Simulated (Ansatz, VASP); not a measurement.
# CuOF: VASP beside Ansatz

```xyz
3
Lattice="3.2304 0.0000 0.0000 -1.6152 2.7976 0.0000 0.0000 0.0000 3.6935" Properties=species:S:1:pos:R:3 pbc="T T T"
Cu    1.6152    0.9325    1.8468
O     0.0000    1.8651    1.8468
F     0.0000    0.0000    0.0000
```

Change from the starting cell: species swapped into the GdPPt type (P-6m2, No. 187).

Alike in both runs: functional PBE; k mesh 18 × 18 × 14; occupations gaussian, width 0.1 eV; collinear spin.

Ansatz relaxed the structure, and its values are those at the end. VASP's run is a single point on that final structure, the one shown.

```csv
,VASP,Ansatz
version,VASP 6.6.1,Ansatz 0.2.0
potentials or method,"VASP PAW PBE potentials, release 64 (Cu, O, F)","scalar-relativistic, plane waves, PAW"
plane-wave cutoff (eV),520,420
valence electrons in the cell,24,32
```

```tsv
	VASP	Ansatz	Ansatz less VASP
gap on the k mesh at the Fermi level (eV)	none	none	-
pressure (GPa)	0.6	0.0	-0.56
net moment per atom (μB)	0.48	0.48	-0.003
size of the moment on the site where the two differ most (μB)	0.26	0.28	+0.016
```

Site moments also hang on the region over which each program counts them. A gap of «none» marks a metal or a gap that the smearing closes. The two sets of potentials don't hold the same shells in valence.

Caveats: a cell with one magnetic atom can't hold antiferromagnetic order, which such compounds often take; semilocal functionals often make such compounds metallic where correlation or magnetic order opens a gap, which also shifts bond lengths.
